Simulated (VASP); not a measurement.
Data:

```yaml
crystal:
  lattice:
    - [0.00000, 2.98591, 2.98591]
    - [2.98591, 0.00000, 2.98591]
    - [2.98591, 2.98591, 0.00000]
  atoms:
    - { symbol: Sr, position: [0.00000, 0.00000, 0.00000] }
```

Computed with PBEsol GGA, VASP's PBE PAW potentials (set 64) (plane waves; VASP). Numerical set-up: 520 eV cut-off, 8×8×8 Γ-centred mesh, Gaussian smearing of 0.050 eV, potentials Sr_sv.

### Question
The job: Sr (fcc), 1 atom, PBEsol, static run, 520 eV, 8×8×8 Γ-centred mesh. Roughly how much core time does it take on a busy server core?

### Answer
About 30 core-seconds (one run on a shared machine, a rough figure). It had 29 irreducible k-points, 9 bands, up to 1459 plane waves and 13 electronic steps.

The compound is Sr in the fcc structure. This cell is one point of a volume scan, at 1.03 of the reference volume.
